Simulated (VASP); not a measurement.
Data:

```xyz
1
Lattice="0.0000 2.7626 2.7626 2.7626 0.0000 2.7626 2.7626 2.7626 0.0000" Properties=species:S:1:pos:R:3 pbc="T T T"
Ca     0.0000     0.0000     0.0000
```

The numbers are results of PBE GGA, VASP's PBE PAW potentials (set 64) (plane waves; VASP), not measurements. Run with 520 eV cut-off, Gaussian smearing of 0.050 eV, potentials Ca_sv.

Q: Give the energies of bands 5 to 8 at the high-symmetry points, in eV from the Fermi level.

A: 
```
band      Γ      X     U      L     W
----  -----  -----  ----  -----  ----
5     -4.02  -0.45  0.03  -0.98  0.20
6      2.35   0.58  0.42  -0.16  0.70
7      2.35   0.97  0.83   2.23  0.70
8      2.35   4.09  3.27   2.23  2.57
```

It has no gap at this level: it comes out as a metal or semimetal.

The compound is Ca in the fcc structure. It was relaxed first.
